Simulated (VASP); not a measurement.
Here is the system:

```
CELL_PARAMETERS angstrom
      0.00000     2.10193     2.10193
      2.10193     0.00000     2.10193
      2.10193     2.10193     0.00000
ATOMIC_POSITIONS crystal
  V  0.00000 0.00000 0.00000
  N  0.50000 0.50000 0.50000
```

The numbers are results of vdW-DF2, VASP's PBE PAW potentials (set 64) (plane waves; VASP), not measurements. Settings: 520 eV cut-off, 13×13×13 Γ-centred mesh, first-order Methfessel-Paxton smearing of 0.10 eV, potentials V_sv N.

Predict the energy per atom (σ→0), band gap (on the k-mesh) with the smallest direct gap where there is one.

The band gap (on the k-mesh) is none (metal, semimetal or under 0.01 eV) and the energy per atom (σ→0) comes out as -6.854 eV/atom.

Total energies compare only between runs with the same potentials, cut-off and functional.

The compound is VN in the rock salt structure, which distorts at low temperature. It was relaxed first. The start is the result of an earlier pass. The run is not spin-polarised, so no magnetic state was tried. VASP warned that the highest band is occupied, so more bands are needed.
